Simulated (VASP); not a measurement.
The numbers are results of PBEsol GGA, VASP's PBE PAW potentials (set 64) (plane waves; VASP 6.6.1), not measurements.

A VASP calculation is set up with these files.

KPOINTS:
```
Automatic mesh
0
Gamma
6 6 6
0 0 0
```

### POSCAR
```
PbF2
1
    0.0000000000     2.8126794098     2.8126794098
    2.8126794098     0.0000000000     2.8126794098
    2.8126794098     2.8126794098     0.0000000000
Pb F
1 2
Direct
  0.0000000000   0.0000000000   0.0000000000
  0.2500000000   0.2500000000   0.2500000000
  0.7500000000   0.7500000000   0.7500000000
```

**INCAR**
```
# general
SYSTEM  = PbF2
PREC    = Accurate
ENCUT   = 600
LREAL   = F
LASPH   = T

# electronic loop
EDIFF   = 1E-7
NELM    = 100
ALGO    = Normal
LMAXMIX = 4

# smearing
ISMEAR  = 0
SIGMA   = 0.05

# functional
GGA     = PS

# ions
IBRION  = 2
NSW     = 40
ISIF    = 3
EDIFFG  = -0.01
PSTRESS = 150

# output
LWAVE   = F
LCHARG  = F
```

POTCAR, in this order: Pb_d F (PBE.64 set). Program: vasp_std.

What will the output report for the number of irreducible k-points (NKPTS), number of bands (NBANDS), largest plane-wave count, number of space-group operations, FFT grid (NGX, NGY, NGZ)?

```json
{
 "number of irreducible k-points (NKPTS)": "16",
 "number of bands (NBANDS)": "18",
 "largest_plane_wave_count": "1524",
 "number_of_space_group_operations": "48",
 "FFT grid (NGX, NGY, NGZ)": "32 × 32 × 32"
}
```

The compound is PbF2 in the fluorite structure, the β form. It was relaxed first under an external pressure of 15 GPa.
